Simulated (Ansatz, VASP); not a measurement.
**Cross-check of CeO2 between VASP and Ansatz**

Wanted: the spread between two codes on one cell, functional and k mesh. The cell is taken from a series of VASP runs on this material, whose earlier steps may have relaxed, scaled or displaced it; both programs get it as it stands.

Method: plane waves, with VASP 6.6.1 beside it; relaxation of cell and atoms at LDA and relaxation of cell and atoms at r2SCAN with rVV10, in Ansatz 0.2.0.

In doubt: the elements are of a kind flagged for part-filled d or f shells, though by formal charges that shell is empty here, so the flag may not apply; the elements are of a kind flagged for part-filled d or f shells, though by formal charges that shell is empty here, so the flag may not apply.

## 1. The structure

Symmetry: Fm-3m, No. 225, cubic system. Conventional cell: a = 5.362 Å, b = 5.362 Å, c = 5.362 Å, α = 90.00°, β = 90.00°, γ = 90.00°. Nearest to Ce lie 8 O at 2.32 Å. O has 4 Ce at 2.32 Å nearest. Farther neighbours and most contacts between anions are not listed.

## 2. VASP: relaxation of cell and atoms, LDA

The relaxed volume is the usual yardstick between codes: its relative difference is about their pressure difference at one cell divided by the bulk modulus.

Lines of VASP's logs that name or quote its potential files are left out, and so is its time.

INCAR reads:

```
SYSTEM = CeO2
PREC = Accurate
ENCUT = 520
EDIFF = 1E-06
NELM = 150
ISMEAR = 0
SIGMA = 0.03
LREAL = .FALSE.
ALGO = Normal
GGA = CA
NBANDS = 19
ISPIN = 2
MAGMOM = 0 0 0
LASPH = .TRUE.
LMAXMIX = 6
AMIX = 0.2
BMIX = 1E-04
AMIX_MAG = 0.8
BMIX_MAG = 1E-04
LORBIT = 11
LWAVE = .FALSE.
LCHARG = .FALSE.
KPAR = 4
IBRION = 2
NSW = 50
ISIF = 3
EDIFFG = -0.006
```

POSCAR reads:

```
CeO2
1.0
    0.0000000000      2.6810669089      2.6810669089
    2.6810669089      0.0000000000      2.6810669089
    2.6810669089      2.6810669089      0.0000000000
Ce O
1 2
Direct
    0.0000000000      0.0000000000      0.0000000000
    0.7500000000      0.7500000000      0.7500000000
    0.2500000000      0.2500000000      0.2500000000
```

KPOINTS reads:

```
Automatic mesh
0
Gamma
8 8 8
0 0 0
```

The projector-augmented-wave data sets are Ce and O (LDA family, release 64).

Command:

```
$ mpirun -np 4 vasp_std
```

Numbers of over 12 decimals in the logs are rounded to 6 here.

Output:

```text
[banner, memory and clock lines left out]
running    4 mpi-ranks, on    1 nodes
 distrk:  each k-point on    1 cores,    4 groups
 distr:  one band on    1 cores,    1 groups

 POSCAR found type information on POSCAR CeO
 POSCAR found :  2 types and       3 ions
 LDA part: xc-table for (Slater(with rela. corr.)+CA(PZ))
 , standard interpolation
 POSCAR, INCAR and KPOINTS ok, starting setup
 FFT: planning ... GRIDC
 FFT: planning ... GRID_SOFT
 FFT: planning ... GRID
 WAVECAR not read
 entering main loop
       N       E                     dE             d eps       ncg     rms          rms(c)
DAV:   1     0.219234169782E+03    0.21923E+03   -0.11544E+04  2244   0.160E+03
DAV:   2     0.444433555468E+01   -0.21479E+03   -0.18376E+03  2614   0.282E+02
DAV:   3    -0.330006023279E+02   -0.37445E+02   -0.35700E+02  2633   0.134E+02
DAV:   4    -0.341631609931E+02   -0.11626E+01   -0.11616E+01  2970   0.227E+01
DAV:   5    -0.342270252878E+02   -0.63864E-01   -0.63854E-01  3535   0.449E+00    0.125E+03
DAV:   6    -0.290336566589E+02    0.51934E+01   -0.13315E+01  2936   0.278E+01    0.908E+02
DAV:   7    -0.325051384354E+02   -0.34715E+01   -0.18907E+01  3242   0.312E+01    0.384E+02
DAV:   8    -0.330742950636E+02   -0.56916E+00   -0.62489E+01  3406   0.115E+02    0.612E+02
DAV:   9    -0.304479884044E+02    0.26263E+01   -0.45406E+00  3087   0.172E+01    0.254E+02
DAV:  10    -0.297173843712E+02    0.73060E+00   -0.95535E-01  3109   0.807E+00    0.179E+02
DAV:  11    -0.289843135855E+02    0.73307E+00   -0.64411E-01  2694   0.102E+01    0.581E+01
DAV:  12    -0.290445362964E+02   -0.60223E-01   -0.78383E-02  3212   0.260E+00    0.118E+02
DAV:  13    -0.289410281813E+02    0.10351E+00   -0.42363E-02  2692   0.289E+00    0.416E+01
DAV:  14    -0.289222065289E+02    0.18822E-01   -0.11593E-02  3661   0.835E-01    0.490E+01
DAV:  15    -0.288760232358E+02    0.46183E-01   -0.23045E-02  2532   0.222E+00    0.293E+01
DAV:  16    -0.288541422091E+02    0.21881E-01   -0.33639E-02  2364   0.255E+00    0.645E-01
DAV:  17    -0.288543033354E+02   -0.16113E-03   -0.64457E-03  3434   0.477E-01    0.229E+00
DAV:  18    -0.288541088476E+02    0.19449E-03   -0.71203E-04  2788   0.205E-01    0.482E-01
DAV:  19    -0.288540547263E+02    0.54121E-04   -0.34690E-04  2557   0.100E-01    0.363E+00
DAV:  20    -0.288539759983E+02    0.78728E-04   -0.10410E-04  2660   0.131E-01    0.426E-01
DAV:  21    -0.288539802695E+02   -0.42711E-05   -0.77216E-06  2869   0.231E-02    0.124E+00
DAV:  22    -0.288539761025E+02    0.41670E-05   -0.11121E-06  1455   0.147E-02    0.739E-01
DAV:  23    -0.288539663373E+02    0.97652E-05   -0.12850E-05  2588   0.503E-02    0.105E-01
DAV:  24    -0.288539659508E+02    0.38646E-06   -0.12972E-06  1666   0.971E-03
   1 F= -.28853966E+02 E0= -.28853966E+02  d E =-.288540E+02  mag=    -0.0000
 curvature:   0.00 expect dE= 0.000E+00 dE for cont linesearch  0.000E+00
 trial: gam= 0.00000 g(F)=  0.367E-49 g(S)=  0.365E-05 ort = 0.000E+00 (trialstep = 0.100E+01)
 search vector abs. value=  0.365E-05
 reached required accuracy - stopping structural energy minimisation
```

OUTCAR, selected parts (step 2):

```text
ion  position               nearest neighbor table
   1  0.000  0.000  0.000-   2 2.32   2 2.32   2 2.32   2 2.32   3 2.32   3 2.32   3 2.32   3 2.32

  LATTYP: Found a face centered cubic cell.
 ALAT       =     5.3621338178

 Subroutine GETGRP returns: Found 48 space group operations
 (whereof 48 operations were pure point group operations)

The static configuration has the point symmetry O_h .

 Found     29 irreducible k-points:

   k-points           NKPTS =     29   k-points in BZ     NKDIM =     29   number of bands    NBANDS=     19

   dimension x,y,z NGX =    28 NGY =   28 NGZ =   28
   dimension x,y,z NGXF=    56 NGYF=   56 NGZF=   56

   ENCUT  =  520.0 eV  38.22 Ry    6.18 a.u.   7.05  7.05  7.05*2*pi/ulx,y,z

   NELECT =      24.0000    total number of electrons

 k-points in reciprocal lattice and weights: Automatic mesh
   0.00000000  0.00000000  0.00000000       0.002
   0.12500000  0.00000000  0.00000000       0.016
   0.25000000  0.00000000  0.00000000       0.016
   0.37500000  0.00000000  0.00000000       0.016
   0.50000000  0.00000000  0.00000000       0.008
   0.12500000  0.12500000  0.00000000       0.012
   0.25000000  0.12500000  0.00000000       0.047
   0.37500000  0.12500000  0.00000000       0.047
   0.50000000  0.12500000  0.00000000       0.047
[...]
-0.37500000  0.50000000  0.12500000       0.023
  -0.25000000  0.50000000  0.25000000       0.012

 average (electrostatic) potential at core
       1 -75.6632       2 -69.0056       3 -69.0056

 E-fermi :   5.4221

 spin component 1
 k-point     1 :       0.0000    0.0000    0.0000
  band No.  band energies     occupation
    ...
      8       1.1703      1.00000
      9       1.1703      1.00000
     10       4.5680      1.00000
     11       4.5680      1.00000
     12       4.5680      1.00000
     13       7.5495      0.00000
     14       7.5495      0.00000
     15       7.5495      0.00000
     16       7.8547      0.00000
     17       8.2741      0.00000
    ...

 k-point     2 :       0.1250    0.0000    0.0000
  band No.  band energies     occupation
    ...
      8       1.3233      1.00000
      9       1.5983      1.00000
     10       4.4253      1.00000
     11       4.5110      1.00000
     12       4.5110      1.00000
     13       7.5329      0.00000
     14       7.5329      0.00000
     15       7.5510      0.00000
     16       7.8746      0.00000
     17       8.1321      0.00000
    ...

 k-point     3 :       0.2500    0.0000    0.0000
  band No.  band energies     occupation
    ...
      8       1.6734      1.00000
      9       2.5919      1.00000
     10       4.1824      1.00000
     11       4.4132      1.00000
     12       4.4132      1.00000
     13       7.4815      0.00000
     14       7.4815      0.00000
     15       7.5547      0.00000
     16       7.7696      0.00000
     17       7.9847      0.00000
    ...

 k-point     4 :       0.3750    0.0000    0.0000
  band No.  band energies     occupation
    ...
      8       1.9740      1.00000
      9       3.5102      1.00000
     10       4.0869      1.00000
     11       4.4000      1.00000
     12       4.4000      1.00000
     13       7.3947      0.00000
     14       7.4301      0.00000
     15       7.4301      0.00000
     16       7.5583      0.00000
     17       8.0749      0.00000
    ...

 k-point     5 :       0.5000    0.0000    0.0000
  band No.  band energies     occupation
    ...
      8       2.0758      1.00000
      9       3.9537      1.00000
     10       3.9919      1.00000
     11       4.4292      1.00000
     12       4.4292      1.00000
     13       7.2120      0.00000
     14       7.4128      0.00000
     15       7.4128      0.00000
     16       7.5598      0.00000
     17       8.1079      0.00000
    ...

 k-point     6 :       0.1250    0.1250    0.0000
  band No.  band energies     occupation
    ...
      8       1.4475      1.00000
      9       1.6215      1.00000
     10       3.9482      1.00000
     11       4.7015      1.00000
     12       4.7015      1.00000
     13       7.4918      0.00000
     14       7.5603      0.00000
     15       7.5603      0.00000
     16       7.8844      0.00000
     17       8.0097      0.00000
    ...

  Total        0.0086989      0.0086989      0.0086989      0.0000000      0.0000000      0.0000000
  in kB        0.3615934      0.3615934      0.3615934      0.0000000      0.0000000      0.0000000
  external PRESSURE =       0.3615934 kB  Pullay stress =       0.0000000 kB

  energy-cutoff  :      520.00
  volume of cell :       38.54
      direct lattice vectors                 reciprocal lattice vectors
     0.000000000  2.681066909  2.681066909    -0.186492921  0.186492921  0.186492921
     2.681066909  0.000000000  2.681066909     0.186492921 -0.186492921  0.186492921
     2.681066909  2.681066909  0.000000000     0.186492921  0.186492921 -0.186492921

 POSITION                                       TOTAL-FORCE (eV/Angst)
 -----------------------------------------------------------------------------------
      0.00000      0.00000      0.00000        -0.000000     -0.000000     -0.000000
      4.02160      4.02160      4.02160         0.000000     -0.000000     -0.000000
      1.34053      1.34053      1.34053        -0.000000      0.000000      0.000000
 -----------------------------------------------------------------------------------
    total drift:                                0.000000      0.000000      0.000000

  FREE ENERGIE OF THE ION-ELECTRON SYSTEM (eV)
  ---------------------------------------------------
  free  energy   TOTEN  =       -28.8539659508 eV

  energy  without entropy=      -28.8539659508  energy(sigma->0) =      -28.85396595

 reached required accuracy - stopping structural energy minimisation

 total charge
# of ion       s       p       d       f       tot
--------------------------------------------------
    1        2.027   5.807   0.939   1.005   9.778
    2        1.568   3.432   0.000   0.000   4.999
    3        1.568   3.432   0.000   0.000   4.999
--------------------------------------------------
tot          5.163  12.670   0.939   1.005  19.777

 magnetization (x)
# of ion       s       p       d       f       tot
--------------------------------------------------
    1       -0.000  -0.000  -0.000  -0.000  -0.000
    2        0.000   0.000   0.000   0.000   0.000
    3        0.000   0.000   0.000   0.000   0.000
--------------------------------------------------
tot         -0.000   0.000  -0.000  -0.000  -0.000

[... 1 further part left out ...]
```

CONTCAR:

```
CeO2
   1.00000000000000
     0.0000000000000000    2.6810669089000001    2.6810669089000001
     2.6810669089000001    0.0000000000000000    2.6810669089000001
     2.6810669089000001    2.6810669089000001    0.0000000000000000
  Ce              O
     1     2
Direct
     0.0000000000000000    0.0000000000000000    0.0000000000000000
     0.7500000000000000    0.7500000000000000    0.7500000000000000
     0.2500000000000000    0.2500000000000000    0.2500000000000000
```

This run allows spin, but its moments start at zero, where symmetry between the spins tends to hold them, although Ce can carry a moment. Without U or exact exchange, f electrons of an open shell come out too delocalised.

(Continued in part 2 of 2.)

[Lines on the potential files, build, host, timing and source positions are cut from VASP's logs without a mark.]

[Logs are printed without paths, hosts, clocks, repeated set-up lines and the standing remarks that a program may print on its own settings, such as how far it seeks lower states.]

[Hosts, paths, dates, database ids (printed as entryN), source tags and the programs' standing remarks are cut or masked in the printed files.]
